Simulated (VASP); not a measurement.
Consider the following.

```
PtS2
1.0
    3.52627     0.00000     0.00000
   -1.76313     3.05384     0.00000
    0.00000     0.00000     5.47689
Pt S
1 2
Direct
  0.00000   0.00000   0.00000
  0.33333   0.66667   0.22285
  0.66667   0.33333   0.77715
```

Level of theory: SCAN meta-GGA, VASP's PBE PAW potentials (set 64) (plane waves; VASP). Settings: 400 eV cut-off, 8×8×5 Γ-centred mesh, tetrahedra with Blöchl corrections, potentials Pt S.

The cores are frozen, which limits the accuracy of field gradients.

Problem. Give the principal components of the electric field gradient (V/Å²) and the asymmetry η at each nucleus.

Solution. 
| atom | Vxx | Vyy | Vzz | η |
|---|---|---|---|---|
| Pt1 | -76.8 | -76.8 | 153.6 | 0.00 |
| S2 | 33.6 | 33.6 | -67.2 | 0.00 |
| S3 | 33.6 | 33.6 | -67.2 | 0.00 |

The structure comes from a measured PtS2 entry (P-3m1) of the Crystallography Open Database, whose conditions weren't checked. It was relaxed first, which changed the volume by +8 %.
